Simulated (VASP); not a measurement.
Given:

```
Be2C
1.0
    0.00000     2.21340     2.21340
    2.21340     0.00000     2.21340
    2.21340     2.21340     0.00000
Be C
2 1
Cartesian
  1.10670   1.10670   1.10670
  3.32010   3.32010   3.32010
  0.00000   0.00000   0.00000
```

The numbers are results of PBE GGA, VASP's PBE PAW potentials (set 64) (plane waves; VASP), not measurements. Run with 520 eV cut-off, 8×8×8 Γ-centred mesh, Gaussian smearing of 0.050 eV, potentials Be C.

Q: Estimate the energy per atom (σ→0), pressure, band gap (on the k-mesh) with the smallest direct gap where there is one.

A: 
The band gap (on the k-mesh) comes out as 1.13 eV, the smallest direct gap (on the k-mesh) comes out as 4.00 eV and the energy per atom (σ→0) is -559.7 kJ/mol of atoms. The pressure is -11.75 GPa.

Only differences to runs with the same potentials and settings are physical.

The compound is Be2C in the antifluorite structure. The cell was not relaxed at this level.
